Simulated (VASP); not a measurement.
Given:

```xyz
2
Lattice="0.0000 2.3054 2.3054 2.3054 0.0000 2.3054 2.3054 2.3054 0.0000" Properties=species:S:1:pos:R:3 pbc="T T T"
B      0.0000     0.0000     0.0000
P      1.1527     1.1527     1.1527
```

All values below come from SCAN meta-GGA, VASP's PBE PAW potentials (set 64) (plane waves; VASP). Settings: 520 eV cut-off, 10×10×10 Γ-centred mesh, Gaussian smearing of 0.050 eV, potentials B P.

Q: Give the stress tensor in GPa (positive for a compressed cell).

A: 
```
-9.03   0.00   0.00
 0.00  -9.03   0.00
 0.00   0.00  -9.03
```
The pressure is its mean diagonal, -9.03 GPa.

The compound is BP in the zinc blende structure. This cell is one point of a volume scan, at 1.06 of the reference volume.
